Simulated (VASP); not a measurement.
Computed with r2SCAN meta-GGA, VASP's PBE PAW potentials (set 64) (plane waves; VASP).

A VASP calculation is set up with these files.

File POSCAR:
```
Pd
1.0
  4.4762304327   0.0000000000   0.0000000000
 -2.2381152164   3.8765294550   0.0000000000
  0.0000000000   0.0000000000   2.6395797301
Pd
3
Cart
  0.0000000000   0.0000000000   0.0000000000
 -0.0000022381   2.5843542622   1.3197898650
  2.2381174544   1.2921751928   1.3197898650
```

### INCAR
```
! general
SYSTEM  = Pd
PREC    = Accurate
ENCUT   = 400   ! plane-wave cut-off (eV)
LREAL   = .FALSE.
LASPH   = .TRUE.   ! aspherical one-centre terms

! electronic loop
EDIFF   = 1E-6   ! SCF stop (eV)
NELM    = 100   ! most electronic steps
ALGO    = Normal
LMAXMIX = 4   ! l cut-off of mixed one-centre charges
LMIXTAU = .TRUE.

! smearing
ISMEAR  = 1
SIGMA   = 0.1   ! width (eV)

! functional
METAGGA = R2SCAN

! ions
IBRION  = 2   ! conjugate gradients
NSW     = 60   ! most ionic steps
ISIF    = 3   ! ions, shape and volume
EDIFFG  = -0.02   ! ionic stop

! output
LWAVE   = .FALSE.
LCHARG  = .FALSE.
```

**KPOINTS**
```
K-points
0
Gamma
7 7 10
0 0 0
```

POTCAR, in this order: Pd (PBE.64 set). Program: vasp_std.

The resulting files:

OSZICAR:
```
       N       E                     dE             d eps       ncg     rms          rms(c)
DAV:   1     0.985479402962E+02    0.98548E+02   -0.13330E+04  1824   0.127E+03
DAV:   2    -0.738989290907E+02   -0.17245E+03   -0.16486E+03  1997   0.302E+02
DAV:   3    -0.777987411427E+02   -0.38998E+01   -0.38129E+01  1973   0.488E+01
DAV:   4    -0.778421398622E+02   -0.43399E-01   -0.43382E-01  2034   0.493E+00
DAV:   5    -0.778430947513E+02   -0.95489E-03   -0.95485E-03  1995   0.784E-01    0.143E+01
DAV:   6    -0.682671121009E+02    0.95760E+01   -0.10918E+01  1872   0.322E+01    0.757E+00
DAV:   7    -0.685379891375E+02   -0.27088E+00   -0.11205E+00  1896   0.110E+01    0.427E+00
DAV:   8    -0.685598503821E+02   -0.21861E-01   -0.79949E-01  1916   0.110E+01    0.346E+00
DAV:   9    -0.683556053588E+02    0.20425E+00   -0.54042E-01  1863   0.720E+00    0.180E+00
DAV:  10    -0.685156980988E+02   -0.16009E+00   -0.20848E-01  1848   0.386E+00    0.336E-01
DAV:  11    -0.685195501739E+02   -0.38521E-02   -0.25371E-03  1947   0.446E-01    0.299E-01
DAV:  12    -0.685191125671E+02    0.43761E-03   -0.10267E-02  1926   0.952E-01    0.137E-01
DAV:  13    -0.685191222651E+02   -0.96980E-05   -0.11971E-03  1953   0.283E-01    0.445E-02
DAV:  14    -0.685192473836E+02   -0.12512E-03   -0.10465E-04  1896   0.106E-01    0.269E-02
DAV:  15    -0.685193432164E+02   -0.95833E-04   -0.17468E-04  1929   0.125E-01    0.380E-03
DAV:  16    -0.685193561057E+02   -0.12889E-04   -0.97425E-06  1920   0.328E-02    0.192E-03
DAV:  17    -0.685193559674E+02    0.13825E-06   -0.11120E-07  1095   0.346E-03
   1 F= -.68519356E+02 E0= -.68520300E+02  d E =-.685194E+02
```

OUTCAR:
```
------------------------ aborting loop because EDIFF is reached ----------------------------------------
  FORCE on cell =-STRESS in cart. coord.  units (eV):
  Direction    XX          YY          ZZ          XY          YZ          ZX
  --------------------------------------------------------------------------------------
  Total        0.0256789      0.0256789      0.0167383     -0.0000000     -0.0000000      0.0000000
  in kB        0.8982503      0.8982504      0.5855047     -0.0000000     -0.0000000      0.0000000
  external PRESSURE =       0.7940018 kB  Pullay stress =       0.0000000 kB
  volume of cell :       45.80
      direct lattice vectors                 reciprocal lattice vectors
     4.476230433  0.000000000  0.000000000     0.223402261  0.128981349  0.000000000
    -2.238115216  3.876529455  0.000000000     0.000000000  0.257962699  0.000000000
     0.000000000  0.000000000  2.639579730     0.000000000  0.000000000  0.378848189
 POSITION                                       TOTAL-FORCE (eV/Angst)
 -----------------------------------------------------------------------------------
      0.00000      0.00000      0.00000        -0.000000      0.000000      0.000000
     -0.00000      2.58435      1.31979        -0.000000     -0.000000      0.000000
      2.23812      1.29218      1.31979         0.000000      0.000000      0.000000
 -----------------------------------------------------------------------------------
    total drift:                               -0.000000      0.000000      0.000000
  FREE ENERGIE OF THE ION-ELECTRON SYSTEM (eV)
  ---------------------------------------------------
  free  energy   TOTEN  =       -68.5193559674 eV

  energy  without entropy=      -68.5221887827  energy(sigma->0) =      -68.52030024

 reached required accuracy - stopping structural energy minimisation
```
(Selected blocks of OUTCAR.)

File OUTCAR:
```
 val. band max:        9.0617874662   @ k =   0.2857   0.2857   0.5000

 cond. band min:       9.0678981359   @ k =   0.0000   0.0000   0.1000


 Fermi energy:         9.0654123458

 k-point     1 :       0.0000    0.0000    0.0000
  band No.  band energies     occupation
      1       2.1569      2.00000
      2       3.9237      2.00000
      3       5.3661      2.00000
      4       5.8212      2.00000
      5       5.8933      2.00000
      6       5.8933      2.00000
      7       5.9603      2.00000
      8       5.9603      2.00000
      9       6.7645      2.00000
     10       6.7645      2.00000
     11       7.4624      2.00000
     12       7.4624      2.00000
     13       7.6651      2.00000
     14       7.6651      2.00000
     15       9.1721     -0.06152
     16       9.1721     -0.06152
     17      16.8332      0.00000
     18      16.8335      0.00000
     19      16.8585      0.00000

 k-point     2 :       0.1429    0.0000    0.0000
  band No.  band energies     occupation
      1       2.4113      2.00000
      2       4.0014      2.00000
      3       5.1029      2.00000
      4       5.3146      2.00000
      5       5.4650      2.00000
      6       5.7859      2.00000
      7       6.4405      2.00000
      8       6.5859      2.00000
      9       6.7523      2.00000
     10       6.9344      2.00000
     11       7.2350      2.00000
     12       7.3000      2.00000
     13       7.9336      2.00000
     14       7.9753      2.00000
     15       8.9890      1.96046
     16       9.1395      0.05347
     17      14.0895      0.00000
     18      14.6930      0.00000
     19      16.9588      0.00000

 k-point     3 :       0.2857   -0.0000    0.0000
  band No.  band energies     occupation
      1       3.1065      2.00000
      2       4.1326      2.00000
      3       4.5250      2.00000
      4       5.0607      2.00000
      5       5.2695      2.00000
      6       5.6194      2.00000
      7       6.3802      2.00000
...
```

The structure was generated: Pd was put into the omega type (P6/mmm), which need not be its known phase. It was relaxed first. The start is the result of an earlier pass.
